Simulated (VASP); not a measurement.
Set up this calculation in VASP 6.6.1, as the native input.

```
Task                   : relaxation of cell and atoms
Functional             : PBEsol
Potentials or basis    : VASP PAW PBE potentials, release 64 (La, B)
Cutoff                 : 600 eV
k mesh                 : 10 × 10 × 10
Occupations            : methfessel-paxton, width 0.1 eV
Spin                   : no spin polarisation
Further INCAR settings : ALGO = Normal; EDIFF = 1e-07; IBRION = 2; EDIFFG = -0.005; NSW = 90; ISIF = 3
```

The structure of LaB6 lies in POSCAR:

```
LaB6                                    
1.0
    4.1304617834      0.0000000000     -0.0000000000
   -0.0000000000      4.1304617834      0.0000000000
    0.0000000000      0.0000000000      4.1304617834
  La              B             
     1     6
Direct
     0.0000000000000000    1.0000000000000000    0.0000000000000000
     0.1995771547482585    0.5000000000000000    0.5000000000000000
     0.5000000000000000    0.1995771547482585    0.5000000000000000
     0.8004228452517416    0.5000000000000000    0.5000000000000000
     0.5000000000000000    0.8004228452517416    0.5000000000000000
     0.5000000000000000    0.5000000000000000    0.1995771547482585
     0.5000000000000000    0.5000000000000000    0.8004228452517416
```

These files were run (other wordings do the same):

INCAR

```
SYSTEM = LaB6
PREC = Accurate ; ENCUT = 600
EDIFF = 1E-7 ; ISMEAR = 1
SIGMA = 0.1 ; LREAL = .False.
LASPH = .True. ; NELM = 80
ALGO = Normal ; ISIF = 3
LWAVE = .False. ; LCHARG = .False.
GGA = PS ; IBRION = 2
NSW = 90 ; EDIFFG = -0.005
KPAR = 2
```

KPOINTS

```
Automatic mesh
0
Gamma
  10 10 10
  0 0 0
```

Potentials or basis: VASP PAW PBE potentials, release 64 (La, B).

The run is started by

```bash
$ cat potpaw_PBE.64/La/POTCAR potpaw_PBE.64/B/POTCAR > POTCAR
$ mpirun -np 2 vasp_std > vasp.out
```

It gave:

| Item | Value |
| --- | --- |
| Energy gained by relaxing | 0.0 meV/atom |
| Ionic steps | 3 |
| Pressure after relaxing | 0.0 GPa |
| Band gap on the k mesh | none (metal or under the smearing width) |

Caveat: the PAW data sets were made with another functional, which shifts forces and pressure a little.

Wall time 85 s on 2 MPI ranks on Intel(R) Xeon(R) Platinum 8488C (Sapphire Rapids), on a shared host, peak memory 0.26 GiB a rank.
